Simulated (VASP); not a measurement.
All values below come from RPA correlation on PBE orbitals, VASP's PBE PAW potentials (set 64) (plane waves; VASP 6.6.1).

The input files of a VASP run:

File POSCAR:
```
AlN
1
    0.0000000000     2.1299700000     2.1299700000
    2.1299700000     0.0000000000     2.1299700000
    2.1299700000     2.1299700000     0.0000000000
Al N
1 1
Direct
  0.0000000000   0.0000000000   0.0000000000
  0.2500000000   0.2500000000   0.2500000000
```

INCAR:
```
! general
SYSTEM  = AlN
PREC    = Normal
ENCUT   = 500
LREAL   = .FALSE.
LASPH   = .TRUE.
NBANDS  = 531

! electronic loop
ALGO    = ACFDT

! smearing
ISMEAR  = 0
SIGMA   = 0.01

! functional
GGA     = PE

! output
LWAVE   = .FALSE.
LCHARG  = .FALSE.

! other
NOMEGA  = 12
ENCUTGW = 300
```

### KPOINTS
```
Automatic mesh
0
gamma
  4 4 4
0 0 0
```

POTCAR, in this order: Al_GW N_GW_new (PBE.64 set). Program: vasp_std. Read from the step before: WAVECAR, WAVEDER.

The run wrote:

**OSZICAR**
```
energies w=
    0.000    0.743    0.000    2.395    0.000    4.594    0.000    7.887
    0.000   13.149    0.000   21.875    0.000   36.705    0.000   62.460
    0.000  108.328    0.000  193.441    0.000  367.598    0.000  859.531
NQ=   1    0.0000    0.0000    0.0000,
 performed       1522000 updates of chi_q(r,r)
NQ=   2    0.2500    0.0000    0.0000,
 performed       3044000 updates of chi_q(r,r)
NQ=   3    0.5000    0.0000    0.0000,
 performed       4566000 updates of chi_q(r,r)
NQ=   4    0.2500    0.2500    0.0000,
 performed       6088000 updates of chi_q(r,r)
NQ=   5    0.5000    0.2500    0.0000,
 performed       7610000 updates of chi_q(r,r)
NQ=   6   -0.2500    0.2500    0.0000,
 performed       9132000 updates of chi_q(r,r)
NQ=   7    0.5000    0.5000    0.0000,
 performed      10654000 updates of chi_q(r,r)
NQ=   8   -0.2500    0.5000    0.2500,
 performed      12176000 updates of chi_q(r,r)
```

File OUTCAR:
```


      cutoff energy     smooth cutoff   RPA   correlation   Hartree contr. to MP2
---------------------------------------------------------------------------------
            300.000           240.000      -12.3323394008      -18.9662453607
            285.714           228.571      -12.2722738404      -18.9009092368
            272.109           217.687      -12.2068226387      -18.8291796443
            259.151           207.321      -12.1367041677      -18.7516831475
            246.811           197.449      -12.0602322104      -18.6663763936
            235.058           188.046      -11.9780072111      -18.5737598833
            223.865           179.092      -11.8904984868      -18.4740267032
            213.204           170.564      -11.7960901382      -18.3651249543
  linear regression
  converged value                          -13.1354835541      -19.8688229717
```
(Selected blocks of OUTCAR.)

The mesh is coarse, so the correlation energy is not converged in k-points.

The compound is AlN in the zinc blende structure, a metastable form; wurtzite is the usual one. This cell is one point of a volume scan, at 0.92 of the reference volume. The k-mesh is coarse (spacing up to 0.64 per Å, 2π included), so the numbers may not be converged in it.
